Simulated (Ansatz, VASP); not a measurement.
## Si3N2O3 (silicon oxynitride glass): VASP beside Ansatz

Aim: how closely do two programs agree when they are given the same cell, functional and k mesh? The structure shown is the start of the Ansatz relaxation below; VASP solves that cell, so the two are compared at the walk's first step.

Method: plane waves, with VASP 6.6.1 beside it; single point at PBE, in Ansatz 0.2.0.

**1. Starting point**

The cell holds 48 atoms: 18 Si, 18 O and 12 N. Cell: a = 8.451 Å, b = 8.451 Å, c = 8.451 Å, α = 90.0°, β = 90.0°, γ = 90.0°. As first built, before any earlier steps moved the atoms (in the runner's words): kind silicon oxynitride glass; units_of_the_quenched_model {'SiO2': 9, 'Si3N4': 3}; melt_K 4000; rate_K_ps 20; atoms 48.

Structure file:

```cif
data_structure
_symmetry_space_group_name_H-M 'P 1'
_symmetry_Int_Tables_number 1
_cell_length_a 8.4511
_cell_length_b 8.4511
_cell_length_c 8.4511
_cell_angle_alpha 90.000
_cell_angle_beta 90.000
_cell_angle_gamma 90.000
_cell_volume 603.59
loop_
_atom_site_label
_atom_site_type_symbol
_atom_site_fract_x
_atom_site_fract_y
_atom_site_fract_z
_atom_site_occupancy
Si1 Si 0.33529 0.63109 0.05412 1
Si2 Si 0.02369 0.19253 0.36815 1
Si3 Si 0.01439 0.48039 0.11586 1
Si4 Si 0.18669 0.86744 0.26650 1
Si5 Si 0.10866 0.66952 0.76960 1
Si6 Si 0.67972 0.17585 0.32050 1
Si7 Si 0.18934 0.97983 0.60379 1
Si8 Si 0.70456 0.71520 0.61755 1
Si9 Si 0.83172 0.81718 0.95509 1
Si10 Si 0.21599 0.35022 0.60589 1
Si11 Si 0.53391 0.44593 0.47657 1
Si12 Si 0.45389 0.51525 0.80701 1
Si13 Si 0.46376 0.95573 0.48182 1
Si14 Si 0.64052 0.49255 0.14636 1
Si15 Si 0.50588 0.94333 0.12755 1
Si16 Si 0.04270 0.11139 0.02523 1
Si17 Si 0.37367 0.13786 0.83883 1
Si18 Si 0.99521 0.56911 0.44477 1
O19 O 0.85319 0.11801 0.36842 1
O20 O 0.34869 0.39813 0.47364 1
O21 O 0.00708 0.29646 0.03583 1
O22 O 0.73885 0.77435 0.79390 1
O23 O 0.48640 0.08221 0.98335 1
O24 O 0.67838 0.84130 0.08568 1
O25 O 0.30807 0.65039 0.83404 1
O26 O 0.18826 0.09098 0.89668 1
O27 O 0.60442 0.84568 0.52428 1
O28 O 0.90235 0.98551 0.98447 1
O29 O 0.63105 0.28393 0.46506 1
O30 O 0.08326 0.85176 0.68212 1
O31 O 0.56900 0.53681 0.31579 1
O32 O 0.06216 0.71117 0.31169 1
O33 O 0.83698 0.64207 0.50889 1
O34 O 0.66382 0.29935 0.18521 1
O35 O 0.20678 0.51770 0.10113 1
O36 O 0.81968 0.53633 0.12977 1
N37 N 0.35208 0.33997 0.77229 1
N38 N 0.99851 0.68888 0.92594 1
N39 N 0.50833 0.53656 0.00514 1
N40 N 0.27964 0.88874 0.44302 1
N41 N 0.52974 0.03955 0.30226 1
N42 N 0.11893 0.17266 0.54737 1
N43 N 0.34334 0.81934 0.12809 1
N44 N 0.57000 0.55394 0.64832 1
N45 N 0.38860 0.03073 0.66580 1
N46 N 0.11616 0.06445 0.22161 1
N47 N 0.10221 0.52513 0.62566 1
N48 N 0.00858 0.39664 0.32887 1
```

**2. Ansatz: relaxation, PBE**

Ansatz runs on its PAW soft_1 files.

The two programs are compared at the cell with which this relaxation starts, whose forces are those of its first step.

Contents of input.yaml:

```yaml
crystal:
  lattice:
    - [8.4511262596, 0.0, 0.0]
    - [0.0, 8.4511262596, 0.0]
    - [0.0, 0.0, 8.4511262596]
  atoms:
    - { symbol: Si, position: [0.335285, 0.631092, 0.054125] }
    - { symbol: Si, position: [0.023686, 0.192529, 0.368153] }
    - { symbol: Si, position: [0.014387, 0.480388, 0.115856] }
    - { symbol: Si, position: [0.186694, 0.867441, 0.266497] }
    - { symbol: Si, position: [0.108662, 0.669518, 0.769599] }
    - { symbol: Si, position: [0.679718, 0.175849, 0.320496] }
    - { symbol: Si, position: [0.189344, 0.979825, 0.603792] }
    - { symbol: Si, position: [0.704559, 0.715203, 0.617551] }
    - { symbol: Si, position: [0.831721, 0.817176, 0.955087] }
    - { symbol: Si, position: [0.215989, 0.350221, 0.60589] }
    - { symbol: Si, position: [0.533906, 0.44593, 0.476571] }
    - { symbol: Si, position: [0.453892, 0.515245, 0.807008] }
    - { symbol: Si, position: [0.463758, 0.955725, 0.481816] }
    - { symbol: Si, position: [0.640524, 0.492546, 0.146365] }
    - { symbol: Si, position: [0.505877, 0.943331, 0.127547] }
    - { symbol: Si, position: [0.042696, 0.111391, 0.025233] }
    - { symbol: Si, position: [0.373668, 0.137858, 0.838832] }
    - { symbol: Si, position: [0.995211, 0.56911, 0.444773] }
    - { symbol: O, position: [0.853189, 0.118006, 0.368418] }
    - { symbol: O, position: [0.348694, 0.398134, 0.473644] }
    - { symbol: O, position: [0.007075, 0.296459, 0.035831] }
    - { symbol: O, position: [0.738852, 0.774348, 0.793899] }
    - { symbol: O, position: [0.486397, 0.082211, 0.983349] }
    - { symbol: O, position: [0.678382, 0.841298, 0.085677] }
    - { symbol: O, position: [0.308072, 0.650388, 0.83404] }
    - { symbol: O, position: [0.18826, 0.090981, 0.896679] }
    - { symbol: O, position: [0.604416, 0.845677, 0.524282] }
    - { symbol: O, position: [0.902345, 0.98551, 0.984474] }
    - { symbol: O, position: [0.631052, 0.283927, 0.465062] }
    - { symbol: O, position: [0.083257, 0.851759, 0.682121] }
    - { symbol: O, position: [0.568995, 0.53681, 0.315794] }
    - { symbol: O, position: [0.062162, 0.711173, 0.31169] }
    - { symbol: O, position: [0.836979, 0.642071, 0.50889] }
    - { symbol: O, position: [0.663819, 0.299354, 0.185211] }
    - { symbol: O, position: [0.206783, 0.517698, 0.101128] }
    - { symbol: O, position: [0.819677, 0.536332, 0.129774] }
    - { symbol: "N", position: [0.352079, 0.33997, 0.772286] }
    - { symbol: "N", position: [0.998509, 0.68888, 0.925944] }
    - { symbol: "N", position: [0.50833, 0.53656, 0.005138] }
    - { symbol: "N", position: [0.279645, 0.888737, 0.443021] }
    - { symbol: "N", position: [0.529741, 0.039546, 0.302259] }
    - { symbol: "N", position: [0.118927, 0.172659, 0.547369] }
    - { symbol: "N", position: [0.343336, 0.819336, 0.128089] }
    - { symbol: "N", position: [0.57, 0.553941, 0.648319] }
    - { symbol: "N", position: [0.3886, 0.03073, 0.665801] }
    - { symbol: "N", position: [0.116163, 0.06445, 0.221607] }
    - { symbol: "N", position: [0.102209, 0.525126, 0.625663] }
    - { symbol: "N", position: [0.008581, 0.39664, 0.328872] }
  symmetry: { detect: false }
kpoints:
  mp_grid: { grid: [2, 2, 2] }
scf:
  occupations: { method: fermi_dirac, width: 0.05 }
hamiltonian:
  xc: pbe
  pseudopotentials: { kind: paw, azcp: { folder: soft_1 } }
output:
  forces: true
  stress: true
relax:
  f_tol: 0.04
  max_steps: 100
  escape_saddle: false
  cell: { stress_tol: 0.4, fix: [] }
```

Run with:

```
$ ansatz run input.yaml --threads 4 --pin off --max-ram 16384MiB --backend cpu --events-out ev --progress --plain --runs-dir out
```

Numbers of over 12 decimals in the logs are rounded to 6 here.

The program printed:

```text
Engine: ansatz 0.2.0, aarch64-unknown-linux-gnu
Pseudopotentials: kind: paw
Pseudopotential: Si, paw, valence charge 4, recommended cutoff 420 eV (normal), soft_1/Si.paw.azcp
Pseudopotential: O, paw, valence charge 6, recommended cutoff 420 eV (normal), soft_1/O.paw.azcp
Pseudopotential: N, paw, valence charge 5, recommended cutoff 420 eV (normal), soft_1/N.paw.azcp
Functional definition: PBE
  parameter kappa = 0.804
  parameter beta = 0.066725
  exchange = pbe_x(kappa = kappa, mu = beta*pi^2/3)
  correlation = pbe_c(beta = beta)
Crystal: 48 atoms, lattice volume = 603.592 Å³
Basis set: ecut = 420 eV, 11753 PW (Γ), exchange–correlation on 120×120×120 points (8 copies of the dense FFT grid, shifted against one another)
Bands: 168, of which v1, the nominal top of the filled ones, is band 120 counted from 1 (119 counted from 0)
Symmetry: 1 space group operations
k-points: 8
Non-local potential: Si, projectors of the file, l = 0: 2, l = 1: 2, l = 2: 1
Non-local potential: O, projectors of the file, l = 0: 2, l = 1: 2, l = 2: 1
Non-local potential: N, projectors of the file, l = 0: 2, l = 1: 2, l = 2: 1
PAW form: soft (Blöchl's): semilocal exchange-correlation on the pseudo side does not see the compensation charge
PAW one-centre angular grid: Si, 110 points (default); XC on 64 Gauss nodes
PAW one-centre angular grid: O, 110 points (default); XC on 64 Gauss nodes
PAW one-centre angular grid: N, 110 points (default); XC on 64 Gauss nodes
Initial density: superposition of atomic densities (chi_scale 0.1, normalization cell, long waves kept (reshape's long-wave potential 0.65 eV rms))
Initial wavefunctions: pseudopotential atomic-orbital guess
Functional: x = pbe(κ = 0.804, μ = 0.219515), c = pbe(β = 0.066725)
SCF iter   1: F=—  HF=-26347.771122 eV  |F-HF|=—  |Δ(HF+E_count)|=         —  Δρ=1.38e-1  dr2=1.31e2  ethr=3.10e-3  ⟨swp⟩=7.0  Hψ=6806  notcnv=0  defer=193
preconditioner: auto → Resta (q_TF=auto, 2.340 Å⁻¹)  ε∞=3.1  [insulator: Δε(μ)=4.208 eV  Ē_g=15.978 eV  σ=0.050 eV  W_gap=1.00  n_scr=122 (ndim 8)  ℏωp=23.4 eV  f_vac=0.067  D(μ)=0.00/eV (n_scr^D=0)  ε∞_Penn≈3.1]
SCF iter   2: F=—  HF=-26309.711890 eV  |F-HF|=—  |Δ(HF+E_count)|=    3.81e1  Δρ=4.52e-2  dr2=9.12e0  ethr=3.10e-3  ⟨swp⟩=4.2  Hψ=3301  notcnv=0  defer=330
SCF iter   3: F=—  HF=-26308.213442 eV  |F-HF|=—  |Δ(HF+E_count)|=    1.50e0  Δρ=2.25e-2  dr2=2.41e0  ethr=3.10e-3  ⟨swp⟩=4.8  Hψ=1847  notcnv=0  defer=330
SCF iter   4: F=—  HF=-26307.972755 eV  |F-HF|=—  |Δ(HF+E_count)|=   2.41e-1  Δρ=7.36e-3  dr2=3.17e-1  ethr=1.00e-3  ⟨swp⟩=4.0  Hψ=2449  notcnv=0  defer=343
SCF iter   5: F=—  HF=-26307.930142 eV  |F-HF|=—  |Δ(HF+E_count)|=   4.26e-2  Δρ=2.06e-3  dr2=3.06e-2  ethr=1.32e-4  ⟨swp⟩=3.0  Hψ=2019  notcnv=0  defer=343
SCF iter   6: F=—  HF=-26307.946024 eV  |F-HF|=—  |Δ(HF+E_count)|=   1.59e-2  Δρ=7.93e-4  dr2=4.94e-3  ethr=1.27e-5  ⟨swp⟩=2.2  Hψ=2336  notcnv=0  defer=339
SCF iter   7: F=—  HF=-26307.948500 eV  |F-HF|=—  |Δ(HF+E_count)|=   2.48e-3  Δρ=4.25e-4  dr2=1.16e-3  ethr=2.06e-6  ⟨swp⟩=2.0  Hψ=1968  notcnv=0  defer=339
SCF iter   8: F=—  HF=-26307.948689 eV  |F-HF|=—  |Δ(HF+E_count)|=   1.89e-4  Δρ=8.72e-5  dr2=6.83e-5  ethr=4.82e-7  ⟨swp⟩=2.0  Hψ=1965  notcnv=0  defer=339
SCF iter   9: F=—  HF=-26307.948149 eV  |F-HF|=—  |Δ(HF+E_count)|=   5.40e-4  Δρ=6.49e-5  dr2=2.27e-5  ethr=2.84e-8  ⟨swp⟩=2.0  Hψ=2004  notcnv=0  defer=339
SCF iter  10: F=—  HF=-26307.948143 eV  |F-HF|=—  |Δ(HF+E_count)|=   6.15e-6  Δρ=1.65e-5  dr2=1.74e-6  ethr=9.46e-9  ⟨swp⟩=2.0  Hψ=1965  notcnv=0  defer=339
SCF iter  11: F=—  HF=-26307.948143 eV  |F-HF|=—  |Δ(HF+E_count)|=   1.12e-7  Δρ=7.50e-6  dr2=3.25e-7  ethr=7.26e-10  ⟨swp⟩=2.0  Hψ=1861  notcnv=0  defer=339
SCF iter  12: F=-26307.948143 eV  HF=-26307.948143 eV  |F-HF|=2.44e-10  |Δ(HF+E_count)|=   2.01e-8  Δρ=2.77e-6  dr2=4.25e-8  ethr=4.17e-11  ⟨swp⟩=5.0  Hψ=4630  notcnv=0
SCF 1 converged in 12 iterations: F = -26307.948143 eV  dr2 = 4.25e-8
  greatest PAW one-centre occupation: 0.869 electrons in one spin orbital (limit 2), on the O atom at site 34 (counted from 0), in its partial waves of l = 0
relax step   1: F+E_penalty+E_count = -26307.94814280 eV  Δ(F+E_penalty+E_count) = +0.000e0 eV  max|allowed force component| = 3.766e0 eV/Å  Δτ_max = 0.0000 Å  P = +1.845 GPa  Ω = 603.592 Å³  (12 SCF iters, dr2 threshold 1.00e-7 eV, accepted)
Crystal: 48 atoms, lattice volume = 599.966 Å³
Basis set: ecut = 420 eV, 11689 PW (Γ), exchange–correlation on 120×120×120 points (8 copies of the dense FFT grid, shifted against one another)
Initial density: handed on by an earlier stage of this run
Initial wavefunctions: those handed on with the density
iter 1 solved again at ethr=2.55e-4 eV; its pass at ethr=3.10e-3 eV (dr2=6.11e-1 eV) is discarded
SCF iter   1: F=—  HF=-26310.579906 eV  |F-HF|=—  |Δ(HF+E_count)|=         —  Δρ=1.09e-2  dr2=6.20e-1  ethr=2.55e-4  ⟨swp⟩=5.9  Hψ=7153  notcnv=0
[...]
Internal energy: -26312.757843 eV  (E = F + TS)
E sigma→0 (E₀):  -26312.757843 eV
Fermi energy:    7.010611 eV
--- Per-component energies (eV) ---
  E_band       = -629.410253
  E_kinetic    = 5477.514788
  E_local      = -13241.022185  (includes V_loc(G=0)·N_el)
  E_nonlocal   = 1739.792725
  E_hartree    = 4959.933772
  E_xc         = -3045.418013
  E_vxc        = -3445.405995  (∫ρ·V_xc dr)
  E_paw        = -13696.347137  (= ΣΔE_a)
  E_vpaw       = -1080.182743  (= ΣTr[D̂ρ^β])
  E_aug_tail   = 0.026015  (compensation charges beyond the density's cutoff)
  E_ewald      = -8507.237807
  E_smearing   = -0.000000  (= −TS)
  E_closure    = -0.000000  (closes the sum)
  Σ components = -26312.757843   (vs F -26312.757843, Δ=0.00e0)
--- Forces (eV/Å), atoms counted from 1 ---
  atom   1  Si     0.00338001    -0.00106752    -0.00615351
  atom   2  Si     0.00386751    -0.00141268     0.00308740
  atom   3  Si     0.01530850    -0.01369726     0.01095400
  atom   4  Si     0.00432993     0.00429681    -0.00050131
  atom   5  Si    -0.00824949     0.00091993     0.00414649
  atom   6  Si     0.00332606    -0.00034108    -0.00216193
  atom   7  Si     0.00613431    -0.00034758    -0.00075738
  atom   8  Si    -0.00742773     0.00819676    -0.01786207
  atom   9  Si     0.00809233     0.00439956    -0.00739212
  atom  10  Si    -0.00537447     0.00213596     0.00911485
  atom  11  Si    -0.00384106     0.00646245     0.00292561
  atom  12  Si    -0.00579250     0.00381422     0.00327976
  atom  13  Si    -0.00307125    -0.00743343     0.00589589
  atom  14  Si    -0.01433369    -0.00457367     0.00221030
  atom  15  Si    -0.00676209    -0.00342003     0.01008955
  atom  16  Si     0.00269353     0.00639716    -0.00455290
  atom  17  Si    -0.01310703    -0.00408942    -0.01037850
  atom  18  Si     0.00017864     0.00122072     0.00768550
  atom  19  O     -0.00318156     0.00373585    -0.00301985
  atom  20  O      0.00608063    -0.00110408    -0.00657175
  atom  21  O      0.00326388    -0.00264762     0.00007994
  atom  22  O     -0.00222524    -0.00337871     0.00605733
  atom  23  O      0.00622205     0.00470380     0.00424906
  atom  24  O      0.00471103    -0.00093760     0.00293449
[...]
atom  41  N      0.01128021    -0.00145236     0.00523261
  atom  42  N      0.00038550     0.00238262     0.00398732
  atom  43  N      0.00106469    -0.00158891    -0.00122294
  atom  44  N      0.00607290    -0.00348247    -0.00643755
  atom  45  N      0.00097843     0.00934288    -0.00900128
  atom  46  N     -0.00671472    -0.00068800    -0.00230992
  atom  47  N      0.00296245    -0.00069235    -0.00645967
  atom  48  N     -0.00158243     0.00127456    -0.00765342
  max |Σ_I F_I| component: 5.30e-5 eV/Å
--- Stress (GPa, compression-positive) ---
        0.217174       0.027649       0.049613
        0.027644      -0.161169       0.054706
        0.049614       0.054702      -0.050763
  P = ⅓ Tr σ = 0.0017 GPa (0.017 kbar)
--- Relaxed structure (8 steps of the walk, 7 accepted, 1 SCFs on fresh bases) ---
  F+E_penalty+E_count = -26312.75784278 eV   max|allowed force component| = 1.786e-2 eV/Å   (the final SCF, on the basis selected at the relaxed cell)
  cell:  # Å, volume = 586.6838 Å³
    - [8.786447, 0.048395, 0.052958]
    - [0.048395, 7.982380, 0.182972]
    - [0.052958, 0.182972, 8.369634]
  atoms:
    - { symbol: Si, position: [0.333390, 0.632521, 0.048329] }
    - { symbol: Si, position: [0.020983, 0.199067, 0.360826] }
    - { symbol: Si, position: [0.023439, 0.479506, 0.095270] }
    - { symbol: Si, position: [0.198007, 0.875538, 0.273674] }
    - { symbol: Si, position: [0.109683, 0.668405, 0.772538] }
    - { symbol: Si, position: [0.681834, 0.175401, 0.328299] }
    - { symbol: Si, position: [0.200769, 0.986397, 0.601798] }
    - { symbol: Si, position: [0.704421, 0.702812, 0.630380] }
    - { symbol: Si, position: [0.832776, 0.774137, 0.982250] }
    - { symbol: Si, position: [0.219867, 0.356191, 0.598284] }
    - { symbol: Si, position: [0.522812, 0.449533, 0.472323] }
    - { symbol: Si, position: [0.446184, 0.506252, 0.804938] }
    - { symbol: Si, position: [0.466864, 0.957344, 0.493771] }
    - { symbol: Si, position: [0.640534, 0.496789, 0.141484] }
    - { symbol: Si, position: [0.510675, 0.947017, 0.122706] }
    - { symbol: Si, position: [0.044400, 0.100469, 0.029343] }
    - { symbol: Si, position: [0.356977, 0.133114, 0.843482] }
    - { symbol: Si, position: [1.000611, 0.580433, 0.436307] }
    - { symbol: O, position: [0.852241, 0.107614, 0.370721] }
    - { symbol: O, position: [0.344758, 0.401777, 0.454656] }
    - { symbol: O, position: [-0.012278, 0.298004, 0.010924] }
    - { symbol: O, position: [0.764746, 0.743899, 0.802610] }
    - { symbol: O, position: [0.477909, 0.099688, 0.985400] }
    - { symbol: O, position: [0.659663, 0.843524, 0.068518] }
    - { symbol: O, position: [0.300408, 0.657982, 0.836990] }
    - { symbol: O, position: [0.185425, 0.074247, 0.901677] }
    - { symbol: O, position: [0.624330, 0.869271, 0.553436] }
    - { symbol: O, position: [0.913902, 0.963491, 0.995893] }
    - { symbol: O, position: [0.629635, 0.281469, 0.484354] }
    - { symbol: O, position: [0.080929, 0.856422, 0.690564] }
    - { symbol: O, position: [0.564882, 0.561767, 0.309284] }
    - { symbol: O, position: [0.063386, 0.733779, 0.311480] }
    - { symbol: O, position: [0.833159, 0.638009, 0.504965] }
    - { symbol: O, position: [0.683301, 0.298706, 0.166573] }
    - { symbol: O, position: [0.217406, 0.491024, 0.113670] }
    - { symbol: O, position: [0.806452, 0.586351, 0.105928] }
    - { symbol: N, position: [0.333808, 0.338288, 0.771898] }
    - { symbol: N, position: [1.014492, 0.651613, 0.949697] }
    - { symbol: N, position: [0.505130, 0.534844, -0.00362068] }
    - { symbol: N, position: [0.289763, 0.881192, 0.449124] }
    - { symbol: N, position: [0.535602, 0.037262, 0.306630] }
    - { symbol: N, position: [0.117721, 0.180026, 0.544013] }
    - { symbol: N, position: [0.342080, 0.819719, 0.135827] }
    - { symbol: N, position: [0.559831, 0.553950, 0.644729] }
    - { symbol: N, position: [0.381833, 0.026968, 0.672566] }
    - { symbol: N, position: [0.115622, 0.070896, 0.222116] }
    - { symbol: N, position: [0.103974, 0.532727, 0.613389] }
    - { symbol: N, position: [-0.000232281, 0.413656, 0.309509] }
[key lines of the parts left out:]
SCF converged after 4 iterations
Free energy (F): -26312.757843 eV
```

(Continued in part 2 of 2.)

[Lines on the potential files, build, host, timing and source positions are cut from VASP's logs without a mark.]

[Logs are printed without paths, hosts, clocks, repeated set-up lines and the standing remarks that a program may print on its own settings, such as how far it seeks lower states.]

[Hosts, paths, dates, database ids (printed as entryN), source tags and the programs' standing remarks are cut or masked in the printed files.]
